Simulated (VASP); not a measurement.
Here is the system:

```
CELL_PARAMETERS angstrom
      4.25168     0.00000     0.00000
      0.00000     4.25168     0.00000
      0.00000     0.00000     4.25168
ATOMIC_POSITIONS crystal
  Cs 0.00000 0.00000 0.00000
  Cl 0.50000 0.50000 0.50000
```

The numbers are results of vdW-DF2, VASP's PBE PAW potentials (set 64) (plane waves; VASP), not measurements. Settings: 520 eV cut-off, 6×6×6 Γ-centred mesh, Gaussian smearing of 0.050 eV, potentials Cs_sv Cl.

Unless said otherwise, spin-orbit coupling is left out, though it shifts the bands of the heavy elements here.

Question: Estimate the energy per atom (σ→0), band gap (on the k-mesh) with the smallest direct gap where there is one.

Answer: 
```yaml
band gap (on the k-mesh): 4.71 eV
smallest direct gap (on the k-mesh): 4.71 eV
energy per atom (σ→0): -1.322 eV/atom
```

The compound is CsCl in the CsCl type structure. This cell is one point of a volume scan, at 1.03 of the reference volume.
